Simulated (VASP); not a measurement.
These are PBE GGA, VASP's PBE PAW potentials (set 64) (plane waves; VASP 6.6.1) values and carry that method's errors.

VASP ran on this input.

POSCAR:
```
CdS
1
    0.0000000000     2.9605175065     2.9605175065
    2.9605175065     0.0000000000     2.9605175065
    2.9605175065     2.9605175065     0.0000000000
Cd S
1 1
Direct
  0.0000000000   0.0000000000   0.0000000000
  0.2500000000   0.2500000000   0.2500000000
```

KPOINTS:
```
K-points
0
G
 8 8 8
```

INCAR:
```
ISMEAR  =  0
LCHARG  =  .False.
NELM  =  100   ! most electronic steps
PREC  =  Accurate
EDIFF  =  1E-7   ! SCF stop (eV)
SIGMA  =  0.05
SYSTEM  =  CdS
LASPH  =  .True.   ! aspherical one-centre terms
GGA  =  PE   ! PBE
ISIF  =  2   ! forces and stress, cell fixed
LWAVE  =  .False.
ENCUT  =  480
LREAL  =  .False.   ! projection in real space or not
ALGO  =  Normal   ! blocked Davidson
LMAXMIX  =  4   ! l cut-off of mixed one-centre charges
```

POTCAR, in this order: Cd S (PBE.64 set). Program: vasp_std.

Output of the run:

File OSZICAR:
```
       N       E                     dE             d eps       ncg     rms          rms(c)
DAV:   1     0.104484304550E+03    0.10448E+03   -0.88096E+03   770   0.118E+03
DAV:   2    -0.187913073114E+01   -0.10636E+03   -0.10181E+03   874   0.285E+02
DAV:   3    -0.666209390059E+01   -0.47830E+01   -0.47703E+01   894   0.630E+01
DAV:   4    -0.669840375455E+01   -0.36310E-01   -0.36304E-01   859   0.542E+00
DAV:   5    -0.669895141003E+01   -0.54766E-03   -0.54765E-03   884   0.649E-01    0.763E+00
DAV:   6    -0.616376271516E+01    0.53519E+00   -0.10718E+00  1031   0.138E+01    0.610E+00
DAV:   7    -0.614630549086E+01    0.17457E-01   -0.20245E-01   784   0.361E+00    0.309E+00
DAV:   8    -0.614649700951E+01   -0.19152E-03   -0.19121E-02   809   0.207E+00    0.276E-01
DAV:   9    -0.614632498332E+01    0.17203E-03   -0.25872E-03   864   0.825E-01    0.709E-02
DAV:  10    -0.614649171967E+01   -0.16674E-03   -0.29545E-04   799   0.172E-01    0.817E-02
DAV:  11    -0.614657924611E+01   -0.87526E-04   -0.13465E-04   792   0.125E-01    0.164E-02
DAV:  12    -0.614656743064E+01    0.11815E-04   -0.45528E-05   957   0.979E-02    0.844E-03
DAV:  13    -0.614656871869E+01   -0.12881E-05   -0.49645E-06   764   0.160E-02    0.652E-03
DAV:  14    -0.614656857101E+01    0.14768E-06   -0.17071E-07   757   0.327E-03    0.390E-03
DAV:  15    -0.614656851975E+01    0.51258E-07   -0.10016E-07   552   0.260E-03
   1 F= -.61465685E+01 E0= -.61465685E+01  d E =-.106321E-10
```

**OUTCAR**
```
------------------------ aborting loop because EDIFF is reached ----------------------------------------
  FORCE on cell =-STRESS in cart. coord.  units (eV):
  Direction    XX          YY          ZZ          XY          YZ          ZX
  --------------------------------------------------------------------------------------
  Total        0.1345440      0.1345440      0.1345440      0.0000000      0.0000000      0.0000000
  in kB        4.1537653      4.1537653      4.1537653      0.0000000      0.0000000      0.0000000
  external PRESSURE =       4.1537653 kB  Pullay stress =       0.0000000 kB
  volume of cell :       51.90
      direct lattice vectors                 reciprocal lattice vectors
     0.000000000  2.960517507  2.960517507    -0.168889391  0.168889391  0.168889391
     2.960517507  0.000000000  2.960517507     0.168889391 -0.168889391  0.168889391
     2.960517507  2.960517507  0.000000000     0.168889391  0.168889391 -0.168889391
  FREE ENERGIE OF THE ION-ELECTRON SYSTEM (eV)
  ---------------------------------------------------
  free  energy   TOTEN  =        -6.1465685198 eV

  energy  without entropy=       -6.1465685197  energy(sigma->0) =       -6.14656852
```
(Selected blocks of OUTCAR.)

OUTCAR:
```
 val. band max:        0.9402689970   @ k =   0.0000   0.0000   0.0000

 cond. band min:       1.9899902241   @ k =   0.0000   0.0000   0.0000


 Fermi energy:         1.1437347063

 k-point     1 :       0.0000    0.0000    0.0000
  band No.  band energies     occupation
      1     -11.1643      2.00000
      2      -6.6368      2.00000
      3      -6.6368      2.00000
      4      -6.6368      2.00000
      5      -6.2159      2.00000
      6      -6.2159      2.00000
      7       0.9403      2.00000
      8       0.9403      2.00000
      9       0.9403      2.00000
     10       1.9900      0.00000
     11       7.4911      0.00000
     12       7.4911      0.00000
     13       7.4911      0.00000

 k-point     2 :       0.1250    0.0000    0.0000
  band No.  band energies     occupation
      1     -11.1081      2.00000
      2      -6.6168      2.00000
      3      -6.6168      2.00000
      4      -6.5849      2.00000
      5      -6.2167      2.00000
      6      -6.2167      2.00000
      7      -0.0570      2.00000
      8       0.8287      2.00000
      9       0.8287      2.00000
     10       2.8255      0.00000
     11       7.2209      0.00000
     12       7.6789      0.00000
     13       7.6789      0.00000

 k-point     3 :       0.2500    0.0000    0.0000
  band No.  band energies     occupation
      1     -10.9719      2.00000
      2      -6.5736      2.00000
      3      -6.5736      2.00000
      4      -6.4047      2.00000
      5      -6.2119      2.00000
      6      -6.2119      2.00000
      7      -1.4495      2.00000
      8       0.5767      2.00000
      9       0.5767      2.00000
     10       3.6245      0.00000
     11       7.1888      0.00000
     12       7.9710      0.00000
     13       7.9710      0.00000

 k-point     4 :       0.3750    0.0000    0.0000
  band No.  band energies     occupation
      1     -10.8358      2.00000
      2      -6.5403      2.00000
      3      -6.5403      2.00000
...
```

The compound is CdS in the zinc blende structure, a metastable form; wurtzite is the usual one. It was relaxed first, which changed the volume by +5 %.
